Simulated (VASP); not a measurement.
Consider the following.

```
CELL_PARAMETERS angstrom
      1.23843    -2.14502     0.00000
      1.23843     2.14502     0.00000
      0.00000     0.00000     7.03061
ATOMIC_POSITIONS crystal
  C  0.00000 0.00000 0.25000
  C  0.00000 0.00000 0.75000
  C  0.33333 0.66667 0.25000
  C  0.66667 0.33333 0.75000
```

Method: vdW-DF2, VASP's PBE PAW potentials (set 64) (plane waves; VASP). Settings: 520 eV cut-off, Gaussian smearing of 0.050 eV, potentials C.

**Question.** Estimate the band gap (along the path) with the smallest direct gap where there is one.

**Answer.** 
The band gap (along the path) is none (metal, semimetal or under 0.01 eV).

The compound is C in the graphite structure. It was relaxed first, which changed the volume by +6 %.
